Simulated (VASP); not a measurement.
Data:

```xyz
6
Lattice="4.3923 0.0000 0.0000 0.0000 4.3923 0.0000 0.0000 0.0000 2.8935" Properties=species:S:1:pos:R:3 pbc="T T T"
Cr     0.0000     0.0000     0.0000
Cr     2.1961     2.1961     1.4467
O      1.3327     1.3327     0.0000
O      3.5289     0.8634     1.4467
O      0.8634     3.5289     1.4467
O      3.0595     3.0595     0.0000
```
Starting moments (μB, in the order of the record's atoms Cr Cr O O O O): 2.5 2.5 0.0 0.0 0.0 0.0.

Computed with PBEsol GGA, VASP's PBE PAW potentials (set 64) (plane waves; VASP). Numerical set-up: 520 eV cut-off, 6×6×10 Γ-centred mesh, first-order Methfessel-Paxton smearing of 0.10 eV, potentials Cr_pv O.

The moments were started parallel, and other spin orders were not tried in this run.

**Question.** What does the run give for the cell moment, energy per atom (σ→0), band gap (on the k-mesh) with the smallest direct gap where there is one?

**Answer.** 
| Quantity | Value |
|---|---|
| band gap (on the k-mesh) | none (metal, semimetal or under 0.01 eV) |
| cell moment | 4.00 μB |
| energy per atom (σ→0) | -8.840 eV/atom |

**Question.** Give the moment on each site (PAW-sphere projection).

**Answer.** 
| site | moment (μB) |
|---|---|
| Cr1 | 2.07 |
| Cr2 | 2.07 |
| O3 | -0.06 |
| O4 | -0.06 |
| O5 | -0.06 |
| O6 | -0.06 |

Only differences to runs with the same potentials and settings are physical.

The compound is CrO2 in the rutile structure. It was relaxed first. The start is the result of an earlier pass.
